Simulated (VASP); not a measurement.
Here is a VASP 6.6.1 calculation.

The input INCAR:

```
PREC     = Accurate       # precision mode
ENCUT    = 600            # plane-wave cutoff, eV
EDIFF    = 1E-7           # SCF threshold, eV
ISMEAR   = 0              # smearing method
SIGMA    = 0.03           # smearing width, eV
LREAL    = F              # projectors in reciprocal space
LASPH    = T              # aspherical terms in the spheres
NELM     = 80             # most SCF steps
ALGO     = Normal         # electronic algorithm
ISIF     = 3              # what is computed and relaxed
LWAVE    = F              # write WAVECAR
LCHARG   = F              # write CHGCAR
GGA      = PS             # functional
IBRION   = 2              # ionic algorithm
NSW      = 90             # ionic steps
EDIFFG   = -0.005         # ionic threshold
KPAR     = 8
```

File KPOINTS:

```
Automatic mesh
0
Gamma
  8 8 4
```

The input POSCAR:

```
Ta3N5                                   
1.0
    1.9413554172     -5.1119472974     -0.0000000000
    1.9413554172      5.1119472974      0.0000000000
    0.0000000000      0.0000000000     10.2418454994
  Ta              N             
     6    10
Direct
     0.8011065550527575    0.1988934449472425    0.2500000000000000
     0.1988934449472425    0.8011065550527575    0.7500000000000000
     0.8662493938550112    0.1337506061449888    0.5592513657603608
     0.1337506061449888    0.8662493938550112    0.0592513657603610
     0.1337506061449888    0.8662493938550112    0.4407486342396389
     0.8662493938550112    0.1337506061449888    0.9407486342396392
     0.2358511243184188    0.7641488756815813    0.2500000000000000
     0.7641488756815813    0.2358511243184188    0.7500000000000000
     0.9529339685413940    0.0470660314586060    0.1200377546185663
     0.0470660314586060    0.9529339685413940    0.6200377546185663
     0.0470660314586060    0.9529339685413940    0.8799622453814337
     0.9529339685413940    0.0470660314586060    0.3799622453814337
     0.6911989822748380    0.3088010177251619    0.0731558583232341
     0.3088010177251619    0.6911989822748380    0.5731558583232341
     0.3088010177251619    0.6911989822748380    0.9268441416767659
     0.6911989822748380    0.3088010177251619    0.4268441416767659
```

Potentials or basis: VASP PAW PBE potentials, release 64 (Ta_pv, N).

Command:

```console
$ cat potpaw_PBE.64/Ta_pv/POTCAR potpaw_PBE.64/N/POTCAR > POTCAR
$ mpirun -np 8 vasp_std > vasp.out
```

(1) What does it give for the relaxed cell?

(2) What does it give for the space group after relaxing (to 0.05 Å)?

Results:

(1) a = 5.467 Å, b = 5.467 Å, c = 10.242 Å, α = 90.00°, β = 90.00°, γ = 138.40°.

(2) Cmcm (No. 63).
